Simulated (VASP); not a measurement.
# Ba2MgTiO4 (Cm) in VASP: a series of runs

One crystal, Ba2MgTiO4, is run at these levels: LDA; tasks: single point.

Everything below comes from runs of VASP 6.6.1. Logs are shortened: lines on timing, memory, paths and dates and some standing lists are left out, and cuts for length are marked.

## 1. Starting point

It takes space group Cm (No. 8, monoclinic). The conventional cell has a = 5.358 Å, b = 5.362 Å, c = 11.173 Å, α = 90.00°, β = 90.06°, γ = 90.00°. Ba (site symmetry m) has 4 O at 2.84 Å as nearest neighbours. Ba (site symmetry m) has 4 O at 2.78 to 2.79 Å as nearest neighbours. Ti (site symmetry m) is surrounded by 5 O at 1.83 to 2.00 Å. Around Mg (site symmetry m) lie 5 O at 1.95 to 2.08 Å. O (site symmetry 1) is surrounded by 2 Ti at 2.00 Å and 2 Mg at 2.07 to 2.08 Å. O (site symmetry m) is surrounded by 1 Ti at 1.83 Å. O (site symmetry m) is surrounded by 1 Mg at 1.95 Å.

The cell comes from a database or a generator and needn't be the stable form of this composition.

## 2. Single point, LDA

File INCAR:

```
PREC = Accurate
ENCUT = 520
EDIFF = 1E-6
ISMEAR = 0
SIGMA = 0.05
LREAL = F
LASPH = T
NELM = 100
ALGO = Normal
ISIF = 2
LWAVE = F
LCHARG = T
GGA = CA
LELF = T
LVHAR = T
```

File KPOINTS:

```
regular mesh
0
Gamma
  7 7 3
```

File POSCAR:

```
Ba2MgTiO4
1.0
    2.6791720324     -2.6809765938      0.0000000000
    2.6791720324      2.6809765938      0.0000000000
   -0.0116964056      0.0000000000     11.1729335742
Ba Ti Mg O
2 1 1 4
Cartesian
    0.8802779029      0.0000000000      6.1391886826
    3.5464811682      0.0000000000     10.3620992599
    3.5512840912      0.0000000000      3.3787091907
    0.8725671167      0.0000000000      1.8971752938
    2.2120999289      1.3401434965      2.7425734133
    3.5575461179      0.0000000000      5.2054127703
    0.8638821514      0.0000000000     11.1164702605
    2.2120999289     -1.3401434965      2.7425734133
```

Potentials or basis: VASP PAW LDA potentials, release 64 (Ba_sv, Ti_pv, Mg_pv, O).

The run is started by

```bash
$ cat potpaw_LDA.64/Ba_sv/POTCAR potpaw_LDA.64/Ti_pv/POTCAR potpaw_LDA.64/Mg_pv/POTCAR potpaw_LDA.64/O/POTCAR > POTCAR
$ mpirun -np 1 vasp_std > vasp.out
```

OUTCAR:

```text
PREC = Accurate
   ENCUT = 520
   EDIFF = 1E-6
   ISMEAR = 0
   LREAL = F
   LASPH = T
   NELM = 100
   ISIF = 2
   GGA = CA

 ion  position               nearest neighbor table
   1  0.165  0.165  0.549-   6 2.84   6 2.84   6 2.84   6 2.84   3 3.84   3 3.85   3 3.85   3 3.85

   2  0.664  0.664  0.927-   7 2.78   7 2.79   7 2.79   7 2.79
   3  0.663  0.663  0.302-   6 1.83   5 2.00   8 2.00   8 2.00   5 2.00   1 3.84   1 3.85   1 3.85
                             1 3.85
   4  0.163  0.163  0.170-   7 1.95   5 2.07   8 2.07   5 2.08   8 2.08
   5  0.163  0.663  0.245-   3 2.00   3 2.00   4 2.07   4 2.08
   6  0.665  0.665  0.466-   3 1.83   1 2.84   1 2.84   1 2.84   1 2.84
   7  0.163  0.163  0.995-   4 1.95   2 2.78   2 2.79   2 2.79   2 2.79
   8  0.663  0.163  0.245-   3 2.00   3 2.00   4 2.07   4 2.08

  LATTYP: Found a base centered monoclinic cell.
 ALAT       =     5.3583440648
 B/A-ratio  =     1.0006735519
 C/A-ratio  =     2.0851478668
 COS(beta)  =    -0.0010468512

  Lattice vectors:

 A1 = (   2.6791720324,  -2.6809765938,   0.0000000000)
 A2 = (   2.6791720324,   2.6809765938,   0.0000000000)
 A3 = (  -0.0116964056,   0.0000000000,  11.1729335742)

Analysis of symmetry for initial positions (statically):
=====================================================================
 Subroutine PRICEL returns:
 Original cell was already a primitive cell.

 Routine SETGRP: Setting up the symmetry group for a
 base centered monoclinic supercell.

 Subroutine GETGRP returns: Found  2 space group operations
 (whereof  2 operations were pure point group operations)
 out of a pool of  4 trial point group operations.

The static configuration has the point symmetry C_1h.

Analysis of symmetry for dynamics (positions and initial velocities):
=====================================================================
 Subroutine PRICEL returns:
 Original cell was already a primitive cell.

 Routine SETGRP: Setting up the symmetry group for a
 base centered monoclinic supercell.

 Subroutine GETGRP returns: Found  2 space group operations
 (whereof  2 operations were pure point group operations)
 out of a pool of  4 trial point group operations.

The dynamic configuration has the point symmetry C_1h.

 Subroutine INISYM returns: Found  2 space group operations
 (whereof  2 operations are pure point group operations),
 and found     1 'primitive' translations

----------------------------------------------------------------------------------------

                                     Primitive cell

  volume of cell :     160.5058

  direct lattice vectors                    reciprocal lattice vectors
     2.679172032 -2.680976594  0.000000000     0.186624821 -0.186499204  0.000195369
     2.679172032  2.680976594  0.000000000     0.186624821  0.186499204  0.000195369
    -0.011696406  0.000000000 11.172933574     0.000000000  0.000000000  0.089502009

  length of vectors
     3.790197657  3.790197657 11.172939696     0.263838615  0.263838615  0.089502009

  position of ions in fractional coordinates (direct lattice)
     0.165481110  0.165481110  0.549469720
     0.663885840  0.663885840  0.927428700
     0.663417850  0.663417850  0.302401260
     0.163213330  0.163213330  0.169801000
     0.163432870  0.663304260  0.245465830
     0.664943380  0.664943380  0.465894900
     0.163393660  0.163393660  0.994946420
     0.663304260  0.163432870  0.245465830

  ion indices of the primitive-cell ions
   primitive index   ion index
                 1           1
                 2           2
                 3           3
                 4           4
                 5           5
                 6           6
                 7           7
                 8           8

----------------------------------------------------------------------------------------

 KPOINTS: regular mesh

Automatic generation of k-mesh.
 Grid dimensions read from file:
 generate k-points for:    7    7    3

 Generating k-lattice:

  Cartesian coordinates                     Fractional coordinates (reciprocal lattice)
     0.026660689 -0.026642743  0.000027910     0.142857143  0.000000000  0.000000000
     0.026660689  0.026642743  0.000027910     0.000000000  0.142857143  0.000000000
     0.000000000  0.000000000  0.029834003     0.000000000  0.000000000  0.333333333

  Length of vectors
     0.037691231  0.037691231  0.029834003

  Shift w.r.t. Gamma in fractional coordinates (k-lattice)
     0.000000000  0.000000000  0.000000000

 Subroutine IBZKPT returns following result:
 ===========================================

 Found     44 irreducible k-points:

 Following reciprocal coordinates:
            Coordinates               Weight
  0.000000  0.000000  0.000000      1.000000
  0.142857  0.000000  0.000000      4.000000
  0.285714  0.000000  0.000000      4.000000
  0.428571  0.000000 -0.000000      4.000000
  0.142857  0.142857  0.000000      2.000000
  0.285714  0.142857  0.000000      4.000000
[... 16 lines left out ...]
 -0.142857 -0.000000  0.333333      4.000000
  0.142857  0.142857  0.333333      2.000000
 [... further k-points ...]
   k-points           NKPTS =     44   k-points in BZ     NKDIM =     44   number of bands    NBANDS=     37
   number of dos      NEDOS =    301   number of ions     NIONS =      8
   total plane-waves  NPLWV =  65856
   dimension x,y,z NGX =    28 NGY =   28 NGZ =   84
   dimension x,y,z NGXF=    56 NGYF=   56 NGZF=  168
   ions per type =               2   1   1   4
   NGX,Y,Z   is equivalent  to a cutoff of  12.28, 12.28, 12.50 a.u.
   NGXF,Y,Z  is equivalent  to a cutoff of  24.56, 24.56, 25.00 a.u.
 SYSTEM =  unknown system
   PREC   = accura    normal or accurate (medium, high low for compatibility)
   ISTART =      0    job   : 0-new  1-cont  2-samecut
   ICHARG =      2    charge: 1-file 2-atom 10-const
   ISPIN  =      1    spin polarized calculation?
   LNONCOLLINEAR =      F non collinear calculations
   LSORBIT =      F    spin-orbit coupling
   LASPH  =      T    aspherical Exc in radial PAW
   ENCUT  =  520.0 eV  38.22 Ry    6.18 a.u.   7.05  7.05 20.77*2*pi/ulx,y,z
   NELM   =    100;   NELMIN=  2; NELMDL= -5     # of ELM steps
   EDIFF  = 0.1E-05   stopping-criterion for ELM
   LREAL  =      F    real-space projection
   EDIFFG = 0.1E-04   stopping-criterion for IOM
   NSW    =      0    number of steps for IOM
   IBRION =     -1    ionic relax: 0-MD 1-quasi-New 2-CG
   NFREE  =      0    steps in history (QN), initial steepest desc. (CG)
   ISIF   =      2    stress and relaxation
   ISYM   =      2    0-nonsym 1-usesym 2-fastsym
   POTIM  = 0.5000    time-step for ionic-motion
   TEBEG  =    0.0;   TEEND  =   0.0 temperature during run
   PSTRESS=    0.0 pullay stress
   NELECT =      62.0000    total number of electrons
   NUPDOWN=      -1.0000    fix difference up-down
   EMIN   =  10.00;   EMAX   =-10.00  energy-range for DOS
   EFERMI =   0.00;   METHOD = LEGACY
   ISMEAR =     0;   SIGMA  =   0.05  broadening in eV -4-tet -1-fermi 0-gaus
   EFERMI_NEDOS =   21; number of points for ismear=-14 and -15
   IALGO  =     38    algorithm
   IMIX   =      4    mixing-type and parameters
     AMIX     =   0.40;   BMIX     =  1.00
     AMIX_MAG =   1.60;   BMIX_MAG =  1.00
  volume/ion in A,a.u.               =      20.06       135.39
  Fermi-wavevector in a.u.,A,eV,Ry     =   1.192271  2.253066 19.340832  1.421511
  Thomas-Fermi vector in A             =   2.328313
   LORBIT       =      0    0 simple, 1 ext, 2 COOP (PROOUT), +10 PAW based schemes
   GGA     = CA    functional components
   LHFCALC =     F    Hartree Fock is set to
   AEXX    =    0.0000 exact exchange contribution
   IVDW    =     0    specifies the selected vdW correction
   LEPSILON=     F    determine dielectric tensor
   LRPA    =     F    only Hartree local field effects (RPA)
 non-spin polarized calculation
 Gauss-broadening in eV      SIGMA  =   0.05
  energy-cutoff  :      520.00
  volume of cell :      160.51
 maximum number of plane-waves:      4349
   NGX = 15   NGY = 15   NGZ = 41

 number of electron      62.0000002 magnetization

 Free energy of the ion-electron system (eV)
  ---------------------------------------------------
  ext. energy  EPLUGINS =         0.00000000
  ---------------------------------------------------
  free energy    TOTEN  =       -58.03798597 eV

  energy without entropy =      -58.03186683  energy(sigma->0) =      -58.03492640

 E-fermi :   3.6512     XC(G=0):  -9.5165

 val. band max:        3.6512479906   @ k =   0.4286   0.0000   0.3333
 cond. band min:       3.6608151727   @ k =   0.4286   0.0000  -0.0000
 fundamental gap:      0.0095671821
 Fermi energy:         3.6512487719

 k-point     1 :       0.0000    0.0000    0.0000
  band No.  band energies     occupation
      1     -38.6873      2.00000
      2     -38.6871      2.00000
      3     -38.6423      2.00000
      4     -31.4954      2.00000
      5     -31.1135      2.00000
      6     -31.1132      2.00000
[... 29 lines left out ...]
     36       5.0969      0.00000
     37       5.1152      0.00000

 k-point     2 :       0.1429    0.0000    0.0000
  band No.  band energies     occupation
      1     -38.6883      2.00000
      2     -38.6871      2.00000
      3     -38.6422      2.00000
      4     -31.4941      2.00000
      5     -31.1292      2.00000
      6     -31.1128      2.00000
[... 29 lines left out ...]
     36       4.9271      0.00000
     37       5.0784      0.00000
[... 838 lines left out ...]
     36       4.7177      0.00000
     37       5.0944      0.00000

 k-point    24 :       0.1429    0.1429    0.3333
  band No.  band energies     occupation
      1     -38.6883      2.00000
      2     -38.6881      2.00000
      3     -38.6421      2.00000
      4     -31.4929      2.00000
      5     -31.1286      2.00000
      6     -31.1285      2.00000
[... 29 lines left out ...]
     36       4.9002      0.00000
     37       5.0338      0.00000

 [... further k-points ...]

------------------------ aborting loop because EDIFF is reached ----------------------------------------

  FORCE on cell =-STRESS in cart. coord.  units (eV):
  Direction    XX          YY          ZZ          XY          YZ          ZX
  --------------------------------------------------------------------------------------
  -------------------------------------------------------------------------------------
  Total       -6.1935368     -6.2494940     -4.7896779      0.0000000      0.0000000     -0.0080643
  in kB      -61.8241953    -62.3827625    -47.8108048      0.0000000      0.0000000     -0.0804987
  external PRESSURE =     -57.3392542 kB  Pullay stress =       0.0000000 kB

 VOLUME and BASIS-vectors are now :
 -----------------------------------------------------------------------------
  energy-cutoff  :      520.00
  volume of cell :      160.51
      direct lattice vectors                 reciprocal lattice vectors
     2.679172032 -2.680976594  0.000000000     0.186624821 -0.186499204  0.000195369
     2.679172032  2.680976594  0.000000000     0.186624821  0.186499204  0.000195369
    -0.011696406  0.000000000 11.172933574     0.000000000  0.000000000  0.089502009

 POSITION                                       TOTAL-FORCE (eV/Angst)
 -----------------------------------------------------------------------------------
      0.88028      0.00000      6.13919        -0.005517      0.000000     -0.381172
      3.54648      0.00000     10.36210        -0.001959      0.000000      0.319047
      3.55128      0.00000      3.37871         0.023366      0.000000     -0.137901
      0.87257      0.00000      1.89718         0.001381      0.000000      0.043023
      2.21210      1.34014      2.74257        -0.002853      0.005725      0.213312
      3.55755      0.00000      5.20541        -0.008876      0.000000     -0.379350
      0.86388      0.00000     11.11647        -0.002690      0.000000      0.109730
      2.21210     -1.34014      2.74257        -0.002853     -0.005725      0.213312
 -----------------------------------------------------------------------------------
    total drift:                               -0.000804     -0.000000      0.000809

  FREE ENERGIE OF THE ION-ELECTRON SYSTEM (eV)
  ---------------------------------------------------
  free  energy   TOTEN  =       -58.0379859740 eV

  energy  without entropy=      -58.0318668268  energy(sigma->0) =      -58.03492640
```

It took 2.5 min on 1 thread of Intel Xeon 6975P-C (Granite Rapids), shared host; peak memory 0.38 GiB.

What came out:

```
Free energy            : -58.0380 eV
Pressure               : -5.7 GPa
Largest force          : 0.381 eV/Å
Band gap on the k mesh : none (metal or under the smearing width)
```

Forces in eV/Å, atoms in the order of the input:
```
Ba  -0.006  0.000 -0.381
Ba  -0.002  0.000  0.319
Ti   0.023  0.000 -0.138
Mg   0.001  0.000  0.043
O   -0.003  0.006  0.213
O   -0.009  0.000 -0.379
O   -0.003  0.000  0.110
O   -0.003 -0.006  0.213
```

Levels at points of the mesh, in eV from the Fermi level:
```
           k point  band 29  band 30  band 31  band 32  band 33  band 34
(0.00, 0.00, 0.00)    -2.99    -2.99    -1.32    -0.50    -0.31     0.52
```

Caveat: semilocal functionals often make such compounds metallic where correlation or magnetic order opens a gap, which also shifts bond lengths. The run has no spin-orbit coupling, so splittings on Ba are missing.

## 3. Single point, LDA

File run.py:

```python
from ase.calculators.vasp import Vasp
from ase.dft.bandgap import bandgap
from ase.io import read

atoms = read('Ba2MgTiO4.xyz')
calc = Vasp(
    directory='calc',
    xc='lda',
    pp='LDA',
    setups='materialsproject',
    prec='Accurate',
    encut=520,
    ediff=1e-07,
    ismear=0,
    sigma=0.05,
    lreal=False,
    lasph=True,
    nelm=100,
    algo='Fast',
    isif=2,
    lwave=False,
    lcharg=False,
    kpts=[7, 7, 3],
    gamma=True,
    nbands=41,
)
atoms.calc = calc

print('energy (eV):', atoms.get_potential_energy())
print('free energy (eV):', atoms.get_potential_energy(force_consistent=True))
print('forces (eV/A):')
print(atoms.get_forces())
print('stress (eV/A^3, Voigt):', atoms.get_stress())
print('Fermi level (eV):', calc.get_fermi_level())
gap, top, bottom = bandgap(calc)
print('band gap (eV):', gap, 'from (spin, k, band)', top, 'to', bottom)
```

File Ba2MgTiO4.xyz:

```xyz
8
Lattice="2.6791720324 -2.6809765938 0.0000000000 2.6791720324 2.6809765938 0.0000000000 -0.0116964056 0.0000000000 11.1729335742" Properties=species:S:1:pos:R:3 pbc="T T T"
Ba     0.8802779029      0.0000000000      6.1391886826
Ba     3.5464811682      0.0000000000     10.3620992599
Ti     3.5512840912      0.0000000000      3.3787091907
Mg     0.8725671167      0.0000000000      1.8971752938
O      2.2120999289      1.3401434965      2.7425734133
O      3.5575461179      0.0000000000      5.2054127703
O      0.8638821514      0.0000000000     11.1164702605
O      2.2120999289     -1.3401434965      2.7425734133
```

Potentials or basis: VASP PAW LDA potentials, release 64 (Ba_sv, Ti_pv, Mg_pv, O).

The run is started by

```bash
$ python run.py
```

Wall time 6.9 min (1 thread of Intel Xeon 6975P-C (Granite Rapids), shared host); peak memory 0.4 GiB.

It converged, with:

- Free energy: -58.0380 eV
- Pressure: -5.7 GPa
- Largest force: 0.382 eV/Å
- Band gap on the k mesh: none (metal or under the smearing width)

Forces in eV/Å, atoms in the order of the input:
```
Ba  -0.006  0.000 -0.381
Ba  -0.002  0.000  0.319
Ti   0.023  0.000 -0.138
Mg   0.001  0.000  0.043
O   -0.003  0.006  0.213
O   -0.009  0.000 -0.379
O   -0.003  0.000  0.110
O   -0.003 -0.006  0.213
```

Stress tensor (GPa, compression positive):
```
-6.17  0.00 -0.01
 0.00 -6.23  0.00
-0.01  0.00 -4.76
```

Levels at points of the mesh, in eV from the Fermi level:
```tsv
k point	band 28	band 29	band 30	band 31	band 32	band 33	band 34	band 35
(0.00, 0.00, 0.00)	-4.05	-2.99	-2.98	-1.32	-0.50	-0.31	0.52	1.12
```

Caveat: semilocal functionals often make such compounds metallic where correlation or magnetic order opens a gap, which also shifts bond lengths.
